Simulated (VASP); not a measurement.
NiO:

```xyz
2
Lattice="1.4381 0.8303 2.3308 -1.4381 0.8303 2.3308 0.0000 -1.6606 2.3308" Properties=species:S:1:pos:R:3 pbc="T T T"
Ni    1.4381    0.8303    2.3308
O     0.0000    0.0000    3.4962
```

The cell was built by a generator and needn't be a form met in nature.

Base run:

```yaml
Program: VASP 6.6.1
Functional: PBE
Potentials_or_basis: VASP PAW PBE potentials, release 64 (Ni, O)
Cutoff: 450 eV
k_mesh: 9 × 9 × 9
Occupations: gaussian, width 0.02 eV
Spin: collinear spin, ferromagnetic start
Starting_moments: "[2.0, 0.0] μB"
```

Its results: band gap on the k mesh none (metal or under the smearing width); net moment 1.26 μB per cell; site moments Ni +1.06; O +0.17 μB.

**Question.** The run is repeated on the same cell with these changes: cutoff from 450 eV to 520 eV; k mesh from 9 × 9 × 9 to 6 × 6 × 6. What comes out?

**Answer.** Band gap on the k mesh none (metal or under the smearing width); net moment 1.70 μB per cell; site moments Ni +1.39; O +0.27 μB.

Caveats: some runs use coarse meshes; a cell with one magnetic atom can't hold antiferromagnetic order, which such compounds often take; semilocal functionals often make such compounds metallic where correlation or magnetic order opens a gap, which also shifts bond lengths.
